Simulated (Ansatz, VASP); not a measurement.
# GaCuSe2: VASP beside Ansatz, part 2 of 2

Aim: how closely do two programs agree when they are given the same cell, functional and k mesh? The cell is taken from a series of runs on this material, whose earlier steps may have relaxed, scaled, displaced or heated it; both programs get it as it stands.

VASP 6.6.1 and Ansatz 0.2.0.

So far: The starting structure; VASP: G0W0 gap, PBE.

In doubt: one-shot GW on d or f shells is unsure, so the values of those runs are not to be relied on.

## Step 3: Ansatz: G0W0 gap, PBE

Level of this step: Ansatz beside VASP: Kohn-Sham DFT, plane waves, PBE (Ansatz).

Ansatz runs on its PAW soft_1 files.

The same cell, functional and mesh now go to Ansatz, which takes its cutoff from its data sets.

input.yaml

```yaml
crystal:
  lattice:
    - [-2.80955, 2.80955, 5.513]
    - [2.80955, -2.80955, 5.513]
    - [2.80955, 2.80955, -5.513]
  atoms:
    - { symbol: Ga, position: [0.5, 0.5, 0.0] }
    - { symbol: Ga, position: [0.25, 0.75, 0.5] }
    - { symbol: Cu, position: [0.0, 0.0, 0.0] }
    - { symbol: Cu, position: [0.75, 0.25, 0.5] }
    - { symbol: Se, position: [0.375, 0.3683746378, 0.4933746378] }
    - { symbol: Se, position: [0.6316253622, 0.125, 1.0066253622] }
    - { symbol: Se, position: [0.875, 0.8816253622, 0.5066253622] }
    - { symbol: Se, position: [0.1183746378, 0.625, -0.0066253622] }
kpoints:
  mp_grid: { grid: [4, 4, 4] }
hamiltonian:
  xc: pbe
  pseudopotentials: { kind: paw, azcp: { folder: soft_1 } }
scf:
  occupations: { method: fixed }
gw:
  n_empty_bands: 654
  ecut_chi: 140
  qp_bands: [v2, c2]
  qp_kpoints: band_edges
  screening: { model: contour_deformation }
```

Launch:

```sh
$ ansatz run input.yaml --threads 3 --pin off --max-ram 92160MiB --backend cuda --events-out ev --progress --plain --runs-dir out --devices 1 --max-vram 13GiB
```

Numbers of over 12 decimals in the logs are rounded to 6 here.

Output:

```text
GPUs: using 1 of 1 available (devices: 1).
Engine: ansatz 0.2.0, x86_64-unknown-linux-gnu
Pseudopotentials: kind: paw
Pseudopotential: Ga, paw, valence charge 13, recommended cutoff 420 eV (normal), soft_1/Ga.paw.azcp
Pseudopotential: Cu, paw, valence charge 19, recommended cutoff 420 eV (normal), soft_1/Cu.paw.azcp
Pseudopotential: Se, paw, valence charge 16, recommended cutoff 420 eV (normal), soft_1/Se.paw.azcp
Functional definition: PBE
  parameter kappa = 0.804
  parameter beta = 0.066725
  exchange = pbe_x(kappa = kappa, mu = beta*pi^2/3)
  correlation = pbe_c(beta = beta)
device memory: the entry about to start is reckoned to put 4.3 GiB on a device that reports 51.2 GiB free (of which the cap on the GPU budget leaves the run 13.0 GiB)
GPU FFT provider: cuFFT
GPU libraries: cuBLAS 13.8.2, cuFFT 12.4.0, cuSOLVER 12.3.4
Crystal: 8 atoms, lattice volume = 174.069 Å³
Basis set: ecut = 420 eV, 3451 PW (Γ)
Bands: 77, of which v1, the nominal top of the filled ones, is band 64 counted from 1 (63 counted from 0)
Symmetry: 8 space group operations
Space group: I-42d (ITA 122), of the structure as read, at distance tolerance 5.6e-5 Å
k-points: 13 of 64 (time reversal used)
Non-local potential: Ga, projectors of the file, l = 0: 2, l = 1: 2, l = 2: 3, l = 3: 1
Non-local potential: Cu, projectors of the file, l = 0: 3, l = 1: 2, l = 2: 3, l = 3: 1
Non-local potential: Se, projectors of the file, l = 0: 2, l = 1: 2, l = 2: 3, l = 3: 1
PAW form: soft (Blöchl's): semilocal exchange-correlation on the pseudo side does not see the compensation charge
PAW one-centre angular grid: Ga, 590 points (default); XC on 64 Gauss nodes
PAW one-centre angular grid: Cu, 590 points (default); XC on 64 Gauss nodes
PAW one-centre angular grid: Se, 590 points (default); XC on 64 Gauss nodes
Initial density: superposition of atomic densities (chi_scale 0.1, normalization cell, long waves kept (reshape's long-wave potential 0.00 eV rms))
Initial wavefunctions: pseudopotential atomic-orbital guess
GPU buffer pool allocated for 110592 grid points (all kernels)
GPU transforms: local potential and band sums: pruned to the plane-wave sphere, on 45×45×45
Functional: x = pbe(κ = 0.804, μ = 0.219515), c = pbe(β = 0.066725)
SCF iter   1: F=—  HF=-42697.623789 eV  |F-HF|=—  |Δ(HF+E_count)|=         —  Δρ=5.59e-2  dr2=3.98e0  ethr=3.10e-3  ⟨swp⟩=4.2  Hψ=2810  notcnv=0  defer=130
preconditioner: auto → Resta (q_TF=auto, 2.592 Å⁻¹)  ε∞=4.4  [insulator: Δε(μ)=0.444 eV  Ē_g=12.906 eV  n_scr=60 (ndim 8)  ℏωp=23.9 eV  f_vac=0.053  ε∞_Penn≈4.4]
SCF iter   2: F=—  HF=-42696.906749 eV  |F-HF|=—  |Δ(HF+E_count)|=   7.17e-1  Δρ=4.47e-2  dr2=1.88e0  ethr=3.10e-3  ⟨swp⟩=2.5  Hψ=1704  notcnv=0  defer=99
SCF iter   3: F=—  HF=-42696.748137 eV  |F-HF|=—  |Δ(HF+E_count)|=   1.59e-1  Δρ=2.62e-2  dr2=9.09e-1  ethr=1.47e-3  ⟨swp⟩=2.0  Hψ=2022  notcnv=0  defer=136
SCF iter   4: F=—  HF=-42696.522863 eV  |F-HF|=—  |Δ(HF+E_count)|=   2.25e-1  Δρ=9.02e-3  dr2=8.96e-2  ethr=7.10e-4  ⟨swp⟩=2.0  Hψ=1358  notcnv=0  defer=136
SCF iter   5: F=—  HF=-42696.527976 eV  |F-HF|=—  |Δ(HF+E_count)|=   5.11e-3  Δρ=3.64e-3  dr2=1.53e-2  ethr=7.00e-5  ⟨swp⟩=2.0  Hψ=1406  notcnv=0  defer=143
SCF iter   6: F=—  HF=-42696.526148 eV  |F-HF|=—  |Δ(HF+E_count)|=   1.83e-3  Δρ=1.03e-3  dr2=2.18e-3  ethr=1.20e-5  ⟨swp⟩=2.0  Hψ=1406  notcnv=0  defer=143
SCF iter   7: F=—  HF=-42696.527483 eV  |F-HF|=—  |Δ(HF+E_count)|=   1.33e-3  Δρ=5.85e-4  dr2=6.13e-4  ethr=1.71e-6  ⟨swp⟩=2.0  Hψ=1666  notcnv=0  defer=143
SCF iter   8: F=—  HF=-42696.527721 eV  |F-HF|=—  |Δ(HF+E_count)|=   2.39e-4  Δρ=2.67e-4  dr2=6.97e-5  ethr=4.79e-7  ⟨swp⟩=2.0  Hψ=1666  notcnv=0  defer=143
SCF iter   9: F=—  HF=-42696.527762 eV  |F-HF|=—  |Δ(HF+E_count)|=   4.02e-5  Δρ=4.56e-5  dr2=2.85e-6  ethr=5.45e-8  ⟨swp⟩=2.0  Hψ=1272  notcnv=0  defer=89
SCF iter  10: F=—  HF=-42696.527768 eV  |F-HF|=—  |Δ(HF+E_count)|=   6.33e-6  Δρ=1.25e-5  dr2=1.93e-7  ethr=2.23e-9  ⟨swp⟩=2.0  Hψ=1250  notcnv=0  defer=89
SCF iter  11: F=-42696.527768 eV  HF=-42696.527768 eV  |F-HF|=1.07e-9  |Δ(HF+E_count)|=   2.40e-7  Δρ=2.32e-6  dr2=7.33e-9  ethr=7.81e-11  ⟨swp⟩=9.2  Hψ=3999  notcnv=0
SCF 1 converged in 11 iterations: F = -42696.527768 eV  dr2 = 7.33e-9
  greatest PAW one-centre occupation: 1.000 electrons in one spin orbital (limit 2), on the Se atom at site 7 (counted from 0), in its partial waves of l = 2
device memory: the entry about to start is reckoned to put 5.4 GiB (of the 5.5 GiB reckoned in all, the device holds 0.1 GiB already) on a device that reports 54.8 GiB free (of which the cap on the GPU budget leaves the run 12.9 GiB)
NSCF: frozen V_eff on 13 k-points
the band table was solved once the SCF had ended and its energy, with any forces and stress, was formed, with the checks that follow a solve (3581 applications of the Hamiltonian). They found nothing against the state; the energy, forces and stress were not computed again (output.eigenvalues in the input reference)
device memory: the entry about to start is reckoned to put 9.9 GiB on a device that reports 55.0 GiB free (of which the cap on the GPU budget leaves the run 13.0 GiB)
NSCF: frozen V_eff on 13 k-points
G₀W₀ screening: q 1/13
[... further progress lines ...]
device memory: the entry about to start is reckoned to put 1.3 GiB on a device that reports 63.4 GiB free (of which the cap on the GPU budget leaves the run 13.0 GiB)
NSCF: frozen V_eff on 1 k-points
device memory: the entry about to start is reckoned to put 1.3 GiB on a device that reports 63.5 GiB free (of which the cap on the GPU budget leaves the run 13.0 GiB)
NSCF: frozen V_eff on 1 k-points
SCF converged after 11 iterations
Free energy (F): -42696.527768 eV
Harris-Foulkes:  -42696.527768 eV  (|F-HF|=1.07e-9)
Internal energy: -42696.527768 eV  (E = F + TS)
E sigma→0 (E₀):  -42696.527768 eV
Fermi energy:    8.585168 eV
--- Per-component energies (eV) ---
  E_band       = -2655.931112
  E_kinetic    = 1189.647142
  E_local      = -25735.277991  (includes V_loc(G=0)·N_el)
  E_nonlocal   = 192.127390
  E_hartree    = 12707.543084
  E_xc         = -603.587867
  E_vxc        = -649.786917  (∫ρ·V_xc dr)
  E_paw        = -16143.906627  (= ΣΔE_a)
  E_vpaw       = -3067.717993  (= ΣTr[D̂ρ^β])
  E_aug_tail   = 0.000089  (compensation charges beyond the density's cutoff)
  E_ewald      = -14303.072988
  E_smearing   = -0.000000  (= −TS)
  E_closure    = 0.000000  (closes the sum)
  Σ components = -42696.527768   (vs F -42696.527768, Δ=0.00e0)
--- Band table (eV; the first three rows and the last of 13) ---
  k-point 0: bands = [... 60 lower, 6.9484, 8.4591, 8.4591, 8.5852, 8.7249, 10.4210, 10.6570, 12.5123, ... 9 higher]
  k-point 1: bands = [... 60 lower, 7.2053, 7.2710, 7.9225, 8.2951, 10.1923, 10.6512, 11.7257, 12.1562, ... 9 higher]
  k-point 2: bands = [... 60 lower, 7.7017, 7.7017, 8.0507, 8.0507, 9.6313, 9.6313, 11.8529, 11.8529, ... 9 higher]
  k-point 12: bands = [... 60 lower, 7.3045, 7.3045, 7.6134, 7.6134, 10.3067, 10.3067, 10.4795, 10.4795, ... 9 higher]
--- G₀W₀: contour deformation, 9 samples at zero and on the imaginary axis and 2 off it, 64 q-points, 654 empty bands' worth ---
  eigenvalues of the whole cell's RPA ε∞ on this k-mesh (on a slab, of 1 + 4πα/V) = 102.0232, 102.0232, 583.9525; static W/v taken at q = 0 is 0.005505
  bands read: the sum over 718 bands ends inside a degenerate multiplet in 1 slot, whose members it reads at an even weight; the widest, k=8: bands 718 to 719 (counted from 1) at 1/2 each
  gw.qp_kpoints: band_edges: 8 of 13 stored k-points solved, in 1 pass; an edge of the gap read off the rows below is read off those points alone
    valence top: of the k-points left out ik 8 came nearest to being solved in a further pass, in band 63 (counted from 1, as in the quasiparticle table): it holds the edge there only if its correction is more favourable than any solved in that band by at least 0.495 eV; those differ by 0.052 eV
    conduction bottom: of the k-points left out ik 7 came nearest to being solved in a further pass, in band 66 (counted from 1, as in the quasiparticle table): it holds the edge there only if its correction is more favourable than any solved in that band by at least 1.127 eV; those differ by 0.217 eV
  `?` marks the rows in doubt; gw_qp.tsv's column doubts and the gw_qp event give each row's grounds
    ik  band        ε_KS         Σx   Σc(E_QP)       V_xc       Z   E_QP_lin       E_QP  E_QP is
     0    63      8.4591   -30.8760     4.3673   -26.1878  0.6701     8.1273     8.1383  root
     0    64      8.5852   -31.3001     4.4771   -26.5030  0.6692     8.2543     8.2652  root
     0    65      8.7249   -11.3428    -3.4882   -14.9601  0.7284     8.8568     8.8541  root
     0    66     10.4210    -9.5936    -3.3674   -12.8907  0.7273    10.3514    10.3508  root
     1    63      7.9225   -33.2881     5.5853   -27.3929  0.6460     7.6017     7.6126  root
     1    64      8.2951   -31.1427     4.6219   -26.1889  0.6657     7.9510     7.9632  root
     1    65     10.1923   -12.7722    -3.4746   -16.3753  0.7113    10.3235    10.3208  root
     1    66     10.6512   -12.0893    -3.5358   -15.7334  0.7126    10.7609    10.7594  root
     2    63      8.0507   -32.5436     5.2787   -26.9276  0.6547     7.7005     7.7135  root
     2    64      8.0507   -32.5436     5.2787   -26.9276  0.6547     7.7005     7.7135  root
     2    65      9.6313   -11.9543    -3.4537   -15.5395  0.7207     9.7659     9.7628  root
     2    66      9.6313   -11.9543    -3.4537   -15.5395  0.7207     9.7659     9.7628  root
     3    63      7.9519   -31.7646     4.9931   -26.4556  0.6555     7.6251     7.6360  root
     3    64      8.3279   -31.5139     4.7456   -26.4451  0.6635     7.9930     8.0046  root
     3    65     10.1106   -13.5563    -3.2197   -16.8805  0.7118    10.2164    10.2151  root
     3    66     10.9736   -12.4832    -3.6939   -16.3243  0.7051    11.1224    11.1207  root
     6    63      8.0953   -32.2650     5.0565   -26.8835  0.6575     7.7586     7.7703  root
     6    64      8.1382   -32.0415     5.0224   -26.6926  0.6577     7.8001     7.8118  root
     6    65      9.8222   -11.4856    -3.5927   -15.2052  0.7204     9.9516     9.9490  root
     6    66     10.5688   -12.3497    -3.5251   -15.9927  0.7117    10.6886    10.6867  root
     9    63      7.4787   -34.9764     6.2125   -28.4787  0.6303     7.1846     7.1935  root
     9    64      8.1224   -31.8048     4.9349   -26.5440  0.6589     7.7849     7.7966  root
     9    65     10.3864   -13.1802    -3.4399   -16.7646  0.7092    10.5329    10.5309  root
     9    66     10.6150   -12.2892    -3.5179   -15.9172  0.7110    10.7266    10.7250  root
    11    63      7.6447   -33.8347     5.8098   -27.7263  0.6383     7.3367     7.3462  root
    11    64      7.6447   -33.8347     5.8098   -27.7263  0.6383     7.3367     7.3462  root
    11    65     10.3677   -12.6126    -3.5534   -16.3042  0.7115    10.5109    10.5059  root ?
    11    66     10.3677   -12.6126    -3.5534   -16.3042  0.7115    10.5109    10.5059  root ?
    12    63      7.6134   -34.6673     6.1022   -28.2549  0.6359     7.2923     7.3033  root
    12    64      7.6134   -34.6673     6.1022   -28.2549  0.6359     7.2923     7.3033  root
    12    65     10.3067   -14.0688    -3.0742   -17.2605  0.7097    10.4260    10.4242  root
    12    66     10.3067   -14.0688    -3.0742   -17.2605  0.7097    10.4260    10.4242  root
```

## Step 4: Differences

Known differences besides the potentials themselves: fixed occupations in Ansatz, narrow Gaussian smearing in VASP; the data sets hold 128 valence electrons in Ansatz (on its PAW soft_1 files) and 88 in VASP; the cutoff is 420 eV in Ansatz and 500 eV in VASP; Ansatz integrates over frequency by contour deformation, VASP on a grid of NOMEGA points; Ansatz's G0W0 levels solve the quasiparticle equation, VASP's are linearised. Total energies have different zeros and are not compared.

Both answers:

```csv
quantity,Ansatz,VASP,difference
G0W0 gap on the mesh (eV),0.59,1.13,-0.54
Kohn-Sham gap under it (eV),0.14,0.13,+0.01
```

VASP's log warns that its frequency grid doesn't suit quasiparticle energies on this mesh.

## Step 5: Results

| Property | Result |
| --- | --- |
| difference in G0W0 gap on the mesh (G0W0 gap, PBE) | -0.54 eV |

The difference in G0W0 gap on the mesh is -0.54 eV (G0W0 gap, PBE). The data sets hold unlike numbers of valence electrons (128 in Ansatz and 88 in VASP), so part of the differences comes from the potentials. Part of the difference in the G0W0 gap can come from VASP's linearised levels. Such differences can come from data sets, numerical settings and the points named under the comparisons, not from the functional's error against experiment.

[Lines on the potential files, build, host, timing and source positions are cut from VASP's logs without a mark.]

[Logs are printed without paths, hosts, clocks, repeated set-up lines and the standing remarks that a program may print on its own settings, such as how far it seeks lower states.]

[Hosts, paths, dates, database ids (printed as entryN), source tags and the programs' standing remarks are cut or masked in the printed files.]
